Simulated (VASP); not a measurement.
A VASP calculation is set up with these files.

### POSCAR
```
MgS
1
    4.0225140378     0.0000000000     0.0000000000
   -2.0112570189     3.4835994124     0.0000000000
    0.0000000000     0.0000000000     6.4342294222
Mg S
2 2
Direct
  0.3333330000   0.6666670000   0.9969486712
  0.6666670000   0.3333330000   0.4969486712
  0.3333330000   0.6666670000   0.3780513288
  0.6666670000   0.3333330000   0.8780513288
```

### INCAR
```
! general
SYSTEM  = MgS
PREC    = Accurate
ENCUT   = 500   ! plane-wave cut-off (eV)
LREAL   = .FALSE.   ! projection in real space or not
LASPH   = .TRUE.   ! aspherical one-centre terms

! electronic loop
EDIFF   = 1E-6   ! SCF stop (eV)
NELM    = 100
ALGO    = Normal   ! blocked Davidson

! smearing
ISMEAR  = 0
SIGMA   = 0.05

! functional
GGA     = PS

! ions
IBRION  = 2   ! conjugate gradients
NSW     = 40   ! most ionic steps
ISIF    = 3   ! ions, shape and volume
EDIFFG  = -0.02   ! ionic stop
PSTRESS = 50   ! kbar

! output
LWAVE   = .FALSE.
LCHARG  = .FALSE.
```

KPOINTS:
```
Automatic mesh
0
Gamma
6 6 4
0 0 0
```

POTCAR, in this order: Mg S (PBE.64 set). Program: vasp_std.

Problem. Translate this PBEsol calculation to Quantum ESPRESSO's pw.x.

Solution. One equivalent input (not run):
```
&CONTROL
  calculation = 'vc-relax'
  pseudo_dir = './pseudo'
  outdir = './out'
  tprnfor = .true.
  tstress = .true.
  nstep = 40
  forc_conv_thr = 0.00078
/
&SYSTEM
  ibrav = 0
  nat = 4
  ntyp = 2
  ecutwfc = 84
  occupations = 'smearing'
  smearing = 'gaussian'
  degauss = 0.003675
  input_dft = 'pbesol'
/
&ELECTRONS
  conv_thr = 7.3e-08
  electron_maxstep = 100
/
&IONS
/
&CELL
  press = 50
/
ATOMIC_SPECIES
  Mg 24.305 Mg.upf
  S 32.060 S.upf
CELL_PARAMETERS angstrom
     4.0225140    0.0000000    0.0000000
    -2.0112570    3.4835994    0.0000000
     0.0000000    0.0000000    6.4342294
ATOMIC_POSITIONS crystal
  Mg   0.3333330  0.6666670  0.9969487
  Mg   0.6666670  0.3333330  0.4969487
  S    0.3333330  0.6666670  0.3780513
  S    0.6666670  0.3333330  0.8780513
K_POINTS automatic
  6 6 4 0 0 0
```
The two are equivalent in intent, not identical: the potentials are each code's own (VASP's PAW set, PseudoDojo norm-conserving files in pw.x), so ENCUT and ecutwfc are chosen apart and not converted; conv_thr bounds pw.x's estimated SCF error, while EDIFF bounds the energy change between steps; forc_conv_thr acts on force components and is met together with etot_conv_thr.

The structure was generated: MgS was put into the wurtzite type (P6_3mc), which need not be its known phase. This run relaxes it under an external pressure of 5 GPa. Symmetry was kept, so distortions that lower it aren't found.
